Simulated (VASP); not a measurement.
Bi4Te3Se3:

```xyz
10
Lattice="2.1606 3.7423 0.0000 -6.4818 3.7423 0.0000 0.0000 -2.4948 10.2852" Properties=species:S:1:pos:R:3 pbc="T T T"
Bi   -4.3212    2.4948    2.0088
Bi    0.0000    2.4948    2.0088
Bi   -4.3212    2.4948    8.2765
Bi    0.0000    2.4948    8.2765
Te    0.0000    0.0000    0.0000
Te   -2.1606    3.7423    0.0000
Te    0.0000    0.0000    6.6560
Se   -2.1606    3.7423    6.6560
Se   -2.1606    1.2474    3.6292
Se   -4.3212    4.9897    3.6292
```

The cell comes from a database or a generator and needn't be the stable form of this composition.

```yaml
Program: VASP 6.6.1
Task: relaxation of cell and atoms
Functional: PBEsol
Potentials_or_basis: VASP PAW PBE potentials, release 64 (Bi_d, Te, Se)
Cutoff: 600 eV
k_mesh: 3 × 2 × 3
Occupations: gaussian, width 0.02 eV
Spin: no spin polarisation
```

At the start: pressure -1.6 GPa; volume 33.26 Å³/atom.

Q: Where does the relaxation end?

A: Over 36 steps the energy falls by 35.9 meV/atom and the volume is 31.05 Å³/atom (-6.7 %); space group Cm (No. 8, to 0.05 Å).

The path:
| step | energy change (eV) | largest force (eV/Å) | pressure (GPa) | volume (Å³) |
| --- | --- | --- | --- | --- |
| 1 | 0.0000 | 0.9539 | -1.62 | 332.64 |
| 2 | -0.1997 | 0.9049 | 1.21 | 316.72 |
| 3 | -0.1998 | 0.8986 | 1.13 | 317.11 |
| 4 | -0.2938 | 0.3944 | 0.32 | 321.50 |
| 5 | -0.3012 | 0.2230 | 0.07 | 323.16 |
| 6 | -0.3095 | 0.1740 | -0.15 | 323.91 |
| 7 | -0.3129 | 0.1177 | -0.39 | 324.78 |
| 8 | -0.3178 | 0.1386 | -0.16 | 323.14 |
| 9 | -0.3197 | 0.1585 | 0.05 | 321.60 |
| 10 | -0.3197 | 0.1618 | 0.08 | 321.34 |
| 11 | -0.3222 | 0.1336 | 0.06 | 321.13 |
| 12 | -0.3279 | 0.0931 | 0.03 | 320.49 |
| 13 | -0.3304 | 0.1323 | -0.03 | 319.21 |
| 14 | -0.3309 | 0.1139 | -0.01 | 319.58 |
| 15 | -0.3353 | 0.1011 | -0.06 | 319.07 |
| 16 | -0.3401 | 0.1129 | -0.14 | 317.67 |
| 17 | -0.3430 | 0.1405 | 0.02 | 315.97 |
| 18 | -0.3433 | 0.1569 | 0.11 | 315.08 |
| 19 | -0.3471 | 0.1274 | 0.05 | 314.47 |
| 20 | -0.3516 | 0.1075 | -0.10 | 312.64 |
| 21 | -0.3544 | 0.0838 | 0.12 | 310.71 |
| 22 | -0.3545 | 0.0802 | 0.15 | 310.41 |
| 23 | -0.3571 | 0.0387 | -0.02 | 310.80 |
| 24 | -0.3571 | 0.0410 | -0.04 | 310.84 |
| 25 | -0.3577 | 0.0438 | 0.01 | 310.44 |
| 26 | -0.3578 | 0.0458 | 0.04 | 310.16 |
| 27 | -0.3582 | 0.0203 | 0.00 | 310.30 |
| 28 | -0.3582 | 0.0221 | -0.01 | 310.32 |
| 29 | -0.3583 | 0.0193 | 0.00 | 310.22 |
| 30 | -0.3584 | 0.0159 | 0.05 | 309.99 |
| 31 | -0.3585 | 0.0161 | 0.02 | 310.18 |
| 32 | -0.3585 | 0.0172 | 0.01 | 310.27 |
| 33 | -0.3585 | 0.0179 | 0.00 | 310.31 |
| 34 | -0.3586 | 0.0159 | 0.00 | 310.35 |
| 35 | -0.3586 | 0.0130 | 0.01 | 310.44 |
| 36 | -0.3587 | 0.0100 | -0.01 | 310.51 |

Final structure:
```
Bi Te Se
1.0
     2.15036    3.72453    0.00000
    -6.36370    3.67408   -0.02465
     0.01631   -2.49244    9.82977
Bi Te Se
4 3 3
Direct
  0.10536 0.70241 0.21073
  0.60779 0.20353 0.21557
  0.39672 0.79426 0.79343
  0.89491 0.30347 0.78981
  0.00131 0.00196 0.00262
  0.50261 0.49782 0.00523
  0.30660 0.10133 0.61319
  0.81963 0.60745 0.63927
  0.18297 0.39613 0.36594
  0.68210 0.89165 0.36421
```

Caveat: the k mesh is coarse (spacing up to 0.50 Å⁻¹), so the values aren't converged; the PAW data sets were made with another functional, which shifts forces and pressure a little; this functional lacks dispersion, which binds the layers, so the pressure and a relaxed spacing across them are unreliable.
